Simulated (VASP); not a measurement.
Calculation: rev-vdW-DF2, VASP's PBE PAW potentials (set 64) (plane waves; VASP).

The input files of a VASP run:

**KPOINTS**
```
Automatic mesh
0
Gamma
14 14 7
0 0 0
```

POSCAR:
```
Zn
1
    1.3300000000    -2.3036280000     0.0000000000
    1.3300000000     2.3036280000     0.0000000000
    0.0000000000     0.0000000000     4.9500000000
Zn
2
Direct
  0.3333330000   0.6666670000   0.2500000000
  0.6666670000   0.3333330000   0.7500000000
```

INCAR:
```
ZAB_VDW = -1.8867
LUSE_VDW = .TRUE.
LASPH = .TRUE.   # aspherical one-centre terms
EDIFFG = -0.01
ALGO = Normal   # blocked Davidson
IBRION = 2   # conjugate gradients
PARAM1 = 0.1234568
ISMEAR = 1
LREAL = .FALSE.   # projection in real space or not
LWAVE = .FALSE.
AGGAC = 0.0
LCHARG = .FALSE.
NELM = 100   # most electronic steps
LMAXMIX = 4   # l cut-off of mixed one-centre charges
SYSTEM = Zn
ENCUT = 520
SIGMA = 0.1
GGA = MK
PREC = Accurate
PARAM2 = 0.7114
EDIFF = 1E-6   # SCF stop (eV)
NSW = 60   # most ionic steps
ISIF = 3   # ions, shape and volume
```

POTCAR, in this order: Zn (PBE.64 set). Program: vasp_std.

**Question.** What will the output report for the number of irreducible k-points (NKPTS), largest plane-wave count, number of space-group operations, FFT grid (NGX, NGY, NGZ)?

**Answer.** 
number of irreducible k-points (NKPTS): 96
largest plane-wave count: 841
number of space-group operations: 24
FFT grid (NGX, NGY, NGZ): 20 × 20 × 40

The compound is Zn in the hcp structure. This run relaxes it. Symmetry was kept, so distortions that lower it aren't found.
